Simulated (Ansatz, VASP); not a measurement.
## Sn2C: VASP beside Ansatz

One calculation is typed for both programs; each brings its own data sets. How far apart do they land? The cell is generated by rule, not measured, and may not be a known phase. The cell is taken from a series of runs on this material, whose earlier steps may have relaxed, scaled, displaced or heated it; both programs get it as it stands.

Calculated with Ansatz 0.2.0; plane waves, with VASP 6.6.1 beside it; zone-centre phonons at PBEsol.

The structure was built from a prototype and need not be the compound's stable phase.

## (1) Starting point

The structure is cubic, space group Pn-3m (No. 224). Conventional cell: a = 5.021 Å, b = 5.021 Å, c = 5.021 Å, α = 90.00°, β = 90.00°, γ = 90.00°. Nearest to C lie 4 Sn at 2.17 Å. Nearest to Sn lie 2 C at 2.17 Å. Farther neighbours are not listed.

## (2) Ansatz: zone-centre phonons, PBEsol

Ansatz runs on its default PAW (the set named soft_2) files.

Second derivatives magnify differences that forces hide, and they need a tight electronic threshold.

File input.yaml:

```yaml
crystal:
  lattice:
    - [5.0213021337, 0.0, 0.0]
    - [0.0, 5.0213021337, 0.0]
    - [0.0, 0.0, 5.0213021337]
  atoms:
    - { symbol: C, position: [0.0, 0.0, 0.0] }
    - { symbol: C, position: [0.5, 0.5, 0.5] }
    - { symbol: Sn, position: [0.25, 0.25, 0.25] }
    - { symbol: Sn, position: [0.75, 0.75, 0.25] }
    - { symbol: Sn, position: [0.75, 0.25, 0.75] }
    - { symbol: Sn, position: [0.25, 0.75, 0.75] }
kpoints:
  mp_grid: { grid: [8, 8, 8] }
hamiltonian:
  xc: pbesol
scf:
  occupations: { method: methfessel_paxton, width: 0.2 }
output:
  eigenvalues: true
phonons:
  method: dfpt
```

The run is started by

```console
$ ansatz run input.yaml --threads 8 --pin off --max-ram 14336MiB --backend cpu --events-out ev --progress --plain --runs-dir out
```

Numbers of over 12 decimals in the logs are rounded to 6 here.

The program printed:

```text
Engine: ansatz 0.2.0, aarch64-unknown-linux-gnu
Pseudopotentials: kind: paw
Pseudopotential: C, paw, valence charge 4, recommended cutoff 420 eV (normal), C.paw.azcp
Pseudopotential: Sn, paw, valence charge 14, recommended cutoff 420 eV (normal), Sn.paw.azcp
Functional definition: PBEsol
  exchange = pbesol_x
  correlation = pbesol_c
Crystal: 6 atoms, lattice volume = 126.604 Å³
Basis set: ecut = 420 eV, 2517 PW (Γ), exchange–correlation on 72×72×72 points (8 copies of the dense FFT grid, shifted against one another)
Bands: 39, of which v1, the nominal top of the filled ones, is band 32 counted from 1 (31 counted from 0)
Symmetry: 48 space group operations
k-points: 150 of 512 (irreducible under 2 space group operations, time reversal used)
Non-local potential: C, projectors of the file, l = 0: 2, l = 1: 2, l = 2: 1
Non-local potential: Sn, projectors of the file, l = 0: 2, l = 1: 2, l = 2: 2, l = 3: 2
PAW form: soft (Blöchl's): semilocal exchange-correlation on the pseudo side does not see the compensation charge
PAW frozen core: C, regenerated for the run's functional, and the local potential with it (the file was generated under x = pbe(κ = 0.804, μ = 0.219515), c = pbe(β = 0.066725))
PAW frozen core: Sn, regenerated for the run's functional, and the local potential with it (the file was generated under x = pbe(κ = 0.804, μ = 0.219515), c = pbe(β = 0.066725))
PAW one-centre angular grid: C, 110 points (default); XC on 64 Gauss nodes
PAW one-centre angular grid: Sn, 590 points (default); XC on 64 Gauss nodes
Initial density: superposition of atomic densities (neutral atoms: chi_scale 0, normalization atom), corrected by the library's trained network
Initial wavefunctions: pseudopotential atomic-orbital guess
Functional: x = pbesol(κ = 0.804, μ = 0.123457), c = pbesol(β = 0.046)
SCF iter   1: F=—  HF=-24285.407730 eV  |F-HF|=—  |Δ(HF+E_count)|=         —  Δρ=1.37e-2  dr2=3.81e-1  ethr=1.77e-3  ⟨swp⟩=7.9  Hψ=25898  notcnv=0
preconditioner: auto → Kerker (q_TF=auto, 2.435 Å⁻¹)  [metal: Δε(μ)=0.008 eV  Ē_g=17.796 eV  σ=0.200 eV  W_gap=0.03  n_scr=26 (ndim 8)  ℏωp=26.4 eV  f_vac=0.000  D(μ)=3.84/eV (n_scr^D=26)]
SCF iter   2: F=—  HF=-24285.338193 eV  |F-HF|=—  |Δ(HF+E_count)|=   6.95e-2  S|Δr|=    0.00e0  Δρ=6.18e-3  dr2=8.67e-2  ethr=5.95e-4  ⟨swp⟩=1.2  Hψ=7101  notcnv=0  defer=10
SCF iter   3: F=—  HF=-24285.319691 eV  |F-HF|=—  |Δ(HF+E_count)|=   1.85e-2  S|Δr|=    0.00e0  Δρ=1.10e-3  dr2=1.51e-3  ethr=1.35e-4  ⟨swp⟩=2.0  Hψ=7295  notcnv=0  defer=10
SCF iter   4: F=—  HF=-24285.319563 eV  |F-HF|=—  |Δ(HF+E_count)|=   1.29e-4  S|Δr|=    0.00e0  Δρ=2.17e-4  dr2=5.66e-5  ethr=2.36e-6  ⟨swp⟩=2.0  Hψ=7455  notcnv=0  defer=10
SCF iter   5: F=—  HF=-24285.319560 eV  |F-HF|=—  |Δ(HF+E_count)|=   2.33e-6  S|Δr|=    0.00e0  Δρ=6.26e-5  dr2=5.40e-6  ethr=8.85e-8  ⟨swp⟩=2.2  Hψ=10463  notcnv=0  defer=10
SCF iter   6: F=—  HF=-24285.319558 eV  |F-HF|=—  |Δ(HF+E_count)|=   2.15e-6  S|Δr|=    0.00e0  Δρ=1.88e-5  dr2=6.17e-7  ethr=8.43e-9  ⟨swp⟩=2.0  Hψ=10528  notcnv=0  defer=32
SCF iter   7: F=—  HF=-24285.319558 eV  |F-HF|=—  |Δ(HF+E_count)|=   1.97e-7  S|Δr|=    0.00e0  Δρ=3.87e-6  dr2=2.32e-8  ethr=9.63e-10  ⟨swp⟩=2.3  Hψ=10413  notcnv=0  defer=32
SCF iter   8: F=—  HF=-24285.319558 eV  |F-HF|=—  |Δ(HF+E_count)|=   4.31e-9  S|Δr|=    0.00e0  Δρ=8.12e-7  dr2=1.22e-9  ethr=3.63e-11  ⟨swp⟩=2.6  Hψ=9351  notcnv=0  defer=32
SCF iter   9: F=—  HF=-24285.319558 eV  |F-HF|=—  |Δ(HF+E_count)|=  4.73e-11  S|Δr|=    0.00e0  Δρ=2.25e-7  dr2=7.77e-11  ethr=1.91e-12  ⟨swp⟩=1.8  Hψ=6616  notcnv=0  defer=32
SCF iter  10: F=-24285.319558 eV  HF=-24285.319558 eV  |F-HF|=1.46e-11  |Δ(HF+E_count)|=  4.37e-11  S|Δr|=    0.00e0  Δρ=3.59e-8  dr2=1.46e-12  ethr=1.00e-12  ⟨swp⟩=11.3  Hψ=28064  notcnv=0
SCF 1 converged in 10 iterations: F = -24285.319558 eV  dr2 = 1.46e-12
  greatest PAW one-centre occupation: 0.992 electrons in one spin orbital (limit 2), on the Sn atom at site 5 (counted from 0), in its partial waves of l = 2
DFPT response loops at Γ: preconditioner auto → Kerker (q_TF=auto, 2.435 Å⁻¹) (partly filled bands, converged f_vac=0.000); β = 1.00, the filter's whole step (`scf.mixing.beta` (0.50) is not read by the response loops under this deck's `scf.mixing.preconditioner`; to damp them name `kerker` or `kerker_dos`, under which they read `scf.mixing.beta`, and type it under 1.00, their step now; both keys bind the ground state too); Broyden in place of MSR1
SCF converged after 10 iterations
Stability not checked: this state was not tested for a lower state beside it, because cold or Methfessel-Paxton smearing, or corrected tetrahedra, fill the levels in a way that the test cannot read (fill_not_monotonic; see scf.lower_state_search)
Free energy (F): -24285.319558 eV
Harris-Foulkes:  -24285.319558 eV  (|F-HF|=1.46e-11)
Internal energy: -24285.310566 eV  (E = F + TS)
E sigma→0 (E₀):  -24285.317310 eV
Entropy (-TS):   -0.008992 eV (-1.499 meV/atom)
Fermi energy:    10.063991 eV
Step filling:    the computed levels leave a gap of 0.0000 eV = 0.0 smearing widths at the electron count; against every level under it full and every level over it empty, smearing changes F+E_penalty+E_count by -7.554 meV and its σ→0 estimate by -5.306 meV
--- Per-component energies (eV) ---
  E_band       = -346.265166
  E_kinetic    = 916.861366
  E_local      = -3736.029832  (includes V_loc(G=0)·N_el)
  E_nonlocal   = -64.261895
  E_hartree    = 2239.342464
  E_xc         = -1607.644849
  E_vxc        = -500.688789  (∫ρ·V_xc dr)
  E_paw        = -16456.170256  (= ΣΔE_a)
  E_vpaw       = -1440.830928  (= ΣTr[D̂ρ^β])
  E_aug_tail   = 0.000007  (compensation charges beyond the density's cutoff)
  E_ewald      = -5578.589130
  E_core_change = 1.181560  (= ΣΔE_core)
  E_smearing   = -0.008992  (= −TS)
  E_closure    = -0.000000  (closes the sum)
  Σ components = -24285.319558   (vs F -24285.319558, Δ=0.00e0)
--- Band table (eV; the first three rows and the last of 150) ---
  k-point 0: bands = [... 28 lower, 6.0869, 6.8092, 6.8092, 11.7989, 11.7989, 11.7989, 12.1481, 12.1481, ... 3 higher]
  k-point 1: bands = [... 28 lower, 6.9147, 7.0208, 7.2341, 11.2818, 11.2818, 11.2874, 12.0022, 12.5010, ... 3 higher]
  k-point 2: bands = [... 28 lower, 7.2285, 7.9962, 8.2670, 10.3065, 10.8279, 10.8279, 11.5667, 12.3184, ... 3 higher]
  k-point 149: bands = [... 28 lower, 9.6042, 9.6042, 9.6042, 10.1781, 11.2975, 11.2975, 11.2975, 14.1122, ... 3 higher]
--- Phonons (Γ-DFPT): 2 representative perturbations + reference, on 150 of 512 k-points (Σ response iterations 6) ---
  k mesh reduced under 2 symmetry operations, with k and −k counted as one. Each operation leaves every solved perturbation unchanged. A smaller set is not used because it would not reduce the number of displacements times k-points to solve
  ASR residual: 3.755e-6 → 0.000e0 eV/Å²; symmetrization residual: 1.430e-6 eV/Å²
  ASR residual per site (eV/Å²): 1.94e-6 1.94e-6 3.76e-6 3.76e-6 3.76e-6 3.76e-6
  Γ frequencies (cm⁻¹): -92.19 -92.19 -92.19 -77.79 -77.79 0.00 0.00 0.00 20.73 20.73 20.73 219.74 361.87 361.87 361.87 501.71 501.71 501.71
  non-analytic LO–TO correction: not included (Born effective charges unavailable; polar crystals: no LO–TO splitting at Γ)
```

The column dr2 measures how far the density is from self-consistency, as an energy; F and HF (Harris–Foulkes) agree once it is small.

(Part 1 of 2 ends here.)

[Lines on the potential files, build, host, timing and source positions are cut from VASP's logs without a mark.]

[Logs are printed without paths, hosts, clocks, repeated set-up lines and the standing remarks that a program may print on its own settings, such as how far it seeks lower states.]

[Hosts, paths, dates, database ids (printed as entryN), source tags and the programs' standing remarks are cut or masked in the printed files.]
